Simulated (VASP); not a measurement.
Output of a VASP run:

File OUTCAR:
```
 ion  position               nearest neighbor table
   1  0.000  0.000  0.000-   3 2.59   3 2.59   3 2.59   2 2.59   3 2.59   2 2.59   2 2.59   2 2.59
  LATTYP: Found a face centered cubic cell.
 ALAT       =     5.9730940000
 Subroutine PRICEL returns:
 Original cell was already a primitive cell.
 Subroutine GETGRP returns: Found 48 space group operations
The static configuration has the point symmetry O_h .
The dynamic configuration has the point symmetry O_h .
The overall configuration has the point symmetry O_h .
 Subroutine INISYM returns: Found 48 space group operations
 Subroutine IBZKPT returns following result:
 Found     16 irreducible k-points:

 Following reciprocal coordinates:
            Coordinates               Weight
  0.000000  0.000000  0.000000      1.000000
  0.166667  0.000000  0.000000      8.000000
  0.333333  0.000000  0.000000      8.000000
  0.500000  0.000000  0.000000      4.000000
  0.166667  0.166667  0.000000      6.000000
  0.333333  0.166667  0.000000     24.000000
  0.500000  0.166667  0.000000     24.000000
 -0.333333  0.166667  0.000000     24.000000
 -0.166667  0.166667  0.000000     12.000000
  0.333333  0.333333  0.000000      6.000000
  0.500000  0.333333  0.000000     24.000000
 -0.333333  0.333333  0.000000     12.000000
  0.500000  0.500000  0.000000      3.000000
  0.500000  0.333333  0.166667     24.000000
 -0.333333  0.333333  0.166667     24.000000
 -0.333333  0.500000  0.166667     12.000000
   k-points           NKPTS =     16   k-points in BZ     NKDIM =     16   number of bands    NBANDS=     17
   number of dos      NEDOS =    301   number of ions     NIONS =      3
   total plane-waves  NPLWV =  21952
   dimension x,y,z NGX =    28 NGY =   28 NGZ =   28
   dimension x,y,z NGXF=    56 NGYF=   56 NGZF=   56
   ions per type =               1   2
   PREC   = accura    normal or accurate (medium, high low for compatibility)
   ISTART =      0    job   : 0-new  1-cont  2-samecut
   ICHARG =      2    charge: 1-file 2-atom 10-const
   ISPIN  =      2    spin polarized calculation?
   LNONCOLLINEAR =      F non collinear calculations
   LSORBIT =      F    spin-orbit coupling
   INIWAV =      1    electr: 0-lowe 1-rand  2-diag
   ENCUT  =  400.0 eV  29.40 Ry    5.42 a.u.   6.89  6.89  6.89*2*pi/ulx,y,z
   NELM   =    100;   NELMIN=  2; NELMDL= -5     # of ELM steps
   EDIFF  = 0.1E-01   stopping-criterion for ELM
   LREAL  =      F    real-space projection
   NLSPLINE    = F    spline interpolate recip. space projectors
   LMAXMIX     =    4 max onsite mixed and CHGCAR
   VOSKOWN=      0    Vosko Wilk Nusair interpolation
   EDIFFG = 0.1E+00   stopping-criterion for IOM
   NSW    =      0    number of steps for IOM
   NBLOCK =      1;   KBLOCK =      1    inner block; outer block
   IBRION =     -1    ionic relax: 0-MD 1-quasi-New 2-CG
   NFREE  =      0    steps in history (QN), initial steepest desc. (CG)
   ISIF   =      2    stress and relaxation
   ISYM   =      2    0-nonsym 1-usesym 2-fastsym
   TEIN   =    0.0    initial temperature
   TEBEG  =    0.0;   TEEND  =   0.0 temperature during run
   SMASS  =  -3.00    Nose mass-parameter (am)
   PSTRESS=    0.0 pullay stress
   NELECT =      25.0000    total number of electrons
   EFERMI =   0.00;   METHOD = LEGACY
   ISMEAR =     0;   SIGMA  =   0.05  broadening in eV -4-tet -1-fermi 0-gaus
   IALGO  =     38    algorithm
   LDIAG  =      T    sub-space diagonalisation (order eigenvalues)
   IMIX   =      4    mixing-type and parameters
     AMIX     =   0.40;   BMIX     =  1.00
     AMIX_MAG =   1.60;   BMIX_MAG =  1.00
     AMIN     =   0.10
   GGA     = PE    functional components
   VOSKOWN =     0    Vosko Wilk Nusair interpolation
   LHFCALC =     F    Hartree Fock is set to
   LHFONE  =     F    Hartree Fock one center treatment
   AEXX    =    0.0000 exact exchange contribution
   IVDW    =     0    specifies the selected vdW correction
   LEPSILON=     F    determine dielectric tensor
   LRPA    =     F    only Hartree local field effects (RPA)
...
```

OSZICAR:
```
       N       E                     dE             d eps       ncg     rms          rms(c)
DAV:   1     0.170001500039E+03    0.17000E+03   -0.10901E+04  1120   0.116E+03
DAV:   2    -0.653814919851E+01   -0.17654E+03   -0.17414E+03  1148   0.335E+02
DAV:   3    -0.184331928859E+02   -0.11895E+02   -0.11337E+02  1440   0.742E+01
DAV:   4    -0.186207011426E+02   -0.18751E+00   -0.18727E+00  1223   0.919E+00
DAV:   5    -0.186221212932E+02   -0.14202E-02   -0.14195E-02  1127   0.884E-01    0.189E+01
DAV:   6    -0.214494273463E+02   -0.28273E+01   -0.79176E+01  1323   0.525E+01    0.209E+01
DAV:   7    -0.168317879362E+02    0.46176E+01   -0.45012E+01  1374   0.498E+01    0.721E+00
DAV:   8    -0.168702467154E+02   -0.38459E-01   -0.15937E+00  1156   0.782E+00    0.322E+00
DAV:   9    -0.168770192830E+02   -0.67726E-02   -0.22818E-01  1260   0.281E+00    0.172E+00
DAV:  10    -0.168887850527E+02   -0.11766E-01   -0.17733E-02   762   0.106E+00    0.668E-01
DAV:  11    -0.168933920766E+02   -0.46070E-02   -0.19228E-02   808   0.936E-01
   1 F= -.16893392E+02 E0= -.16892390E+02  d E =-.200408E-02  mag=     1.7196
```

**OUTCAR**
```
------------------------ aborting loop because EDIFF is reached ----------------------------------------
  FORCE on cell =-STRESS in cart. coord.  units (eV):
  Direction    XX          YY          ZZ          XY          YZ          ZX
  --------------------------------------------------------------------------------------
  Total        3.7088251      3.7088251      3.7088251      0.0000000      0.0000000      0.0000000
  in kB      111.5344105    111.5344105    111.5344105      0.0000000      0.0000000      0.0000000
  external PRESSURE =     111.5344105 kB  Pullay stress =       0.0000000 kB
  volume of cell :       53.28
      direct lattice vectors                 reciprocal lattice vectors
     0.000000000  2.986547000  2.986547000    -0.167417422  0.167417422  0.167417422
     2.986547000  0.000000000  2.986547000     0.167417422 -0.167417422  0.167417422
     2.986547000  2.986547000  0.000000000     0.167417422  0.167417422 -0.167417422
 POSITION                                       TOTAL-FORCE (eV/Angst)
 -----------------------------------------------------------------------------------
      0.00000      0.00000      0.00000        -0.000000     -0.000000      0.000000
      1.49327      1.49327      1.49327        -0.000000     -0.000000     -0.000000
      4.47982      4.47982      4.47982         0.000000      0.000000      0.000000
 -----------------------------------------------------------------------------------
    total drift:                               -0.000000     -0.000000      0.000000
  FREE ENERGIE OF THE ION-ELECTRON SYSTEM (eV)
  ---------------------------------------------------
  free  energy   TOTEN  =       -16.8933920766 eV

  energy  without entropy=      -16.8913879965  energy(sigma->0) =      -16.89239004

 total charge

# of ion       s       p       d       tot
------------------------------------------
    1        2.214   6.178   3.124  11.516
    2        1.488   2.327   0.068   3.882
    3        1.488   2.327   0.068   3.882
--------------------------------------------------
tot          5.190  10.831   3.260  19.281

 magnetization (x)

# of ion       s       p       d       tot
------------------------------------------
    1        0.031   0.024   1.656   1.712
    2       -0.008  -0.111   0.015  -0.104
    3       -0.008  -0.111   0.015  -0.104
--------------------------------------------------
tot          0.016  -0.197   1.686   1.505
```
(Selected blocks of OUTCAR.)

POSCAR:
```
VSe2
1
    0.0000000000     2.9865470000     2.9865470000
    2.9865470000     0.0000000000     2.9865470000
    2.9865470000     2.9865470000     0.0000000000
V Se
1 2
Direct
  0.0000000000   0.0000000000   0.0000000000
  0.2500000000   0.2500000000   0.2500000000
  0.7500000000   0.7500000000   0.7500000000
```

Question: Reconstruct the remaining input files.

Answer: This is not unique; one that fits is the input of the run itself, PBE GGA, plane waves, VASP's PBE PAW potentials (set 64).

### INCAR
```
LREAL=.False.   ! projection in real space or not
NELM=100   ! most electronic steps
ISMEAR=0   ! Gaussian
EDIFF=1E-2
LMAXMIX=4   ! l cut-off of mixed one-centre charges
SIGMA=0.05   ! width (eV)
LASPH=.True.
ISPIN=2
PREC=Accurate
LCHARG=.False.
LORBIT=10
ENCUT=400   ! plane-wave cut-off (eV)
GGA=PE   ! PBE
MAGMOM=2.0 0.0 0.0
LWAVE=.False.
SYSTEM=VSe2
ISIF=2   ! forces and stress, cell fixed
ALGO=Normal   ! blocked Davidson
```

KPOINTS:
```
Automatic mesh
0
Gamma
6 6 6
0 0 0
```

POTCAR, in this order: V_sv Se (PBE.64 set). Program: vasp_std.

The moments were started parallel, and other spin orders were not tried in this run.

The structure was generated: VSe2 was put into the fluorite type (Fm-3m), which need not be its known phase. The cell was not relaxed at this level. The k-mesh is coarse (spacing up to 0.30 per Å, 2π included), so the numbers may not be converged in it. The run is one of a series of settings (EDIFF = 1E-2 against the base run), some of them coarse on purpose.
